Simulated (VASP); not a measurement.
Method: LDA (Ceperley-Alder, Perdew-Zunger), VASP's LDA PAW potentials (set 64) (plane waves; VASP 6.6.1).

Gaps are without spin-orbit coupling.

```
Property                                               Result
---------------------------------------------  --------------
volume per atom                                21.13 Å^3/atom
band gap (over mesh and band path)                    1.32 eV
smallest direct gap (over mesh and band path)         1.32 eV
Hill bulk modulus                                    74.6 GPa
Hill shear modulus                                   24.7 GPa
```

Question: Which relaxed crystal gives these values?
A. Rb2O2, Immm (71)
B. ZnCdS2, P3m1 (156)
C. C, C2/m (12)
D. CdTe, F-43m (216)

Answer: B, ZnCdS2, P3m1 (156)
